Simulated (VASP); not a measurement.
Data:

```xyz
5
Lattice="-1.9912 1.9912 4.8185 1.9912 -1.9912 4.8185 1.9912 1.9912 -4.8185" Properties=species:S:1:pos:R:3 pbc="T T T"
Tm     0.0000     0.0000     0.0000
Ni     0.0000     1.9912     2.4092
Ni     1.9912     0.0000     2.4092
Ge     0.0000     0.0000     6.0459
Ge     0.0000     0.0000     3.5911
```

Computed with PBEsol GGA, VASP's PBE PAW potentials (set 64) (plane waves; VASP 6.6.1). Settings: 480 eV cut-off, 10×10×10 Γ-centred mesh, first-order Methfessel-Paxton smearing of 0.10 eV, potentials Tm_3 Ni Ge_d.

The 4f electrons are frozen in the core of the lanthanide potential, so 4f levels, which can set the real gap, and their magnetism are missing.

### Question
Estimate the energy per atom (σ→0), band gap (on the k-mesh) with the smallest direct gap where there is one.

### Answer

```json
{
  "band gap (on the k-mesh)": "none (metal, semimetal or under 0.01 eV)",
  "energy per atom (σ→0)": "-6.138 eV/atom"
}
```

The structure comes from a computed database's Ni2TmGe2 entry (I4/mmm); how it stands against other phases isn't given here. It was relaxed first. The run is not spin-polarised, so no magnetic state was tried. The electron count is odd and the run is not spin-polarised, which forces a metal.
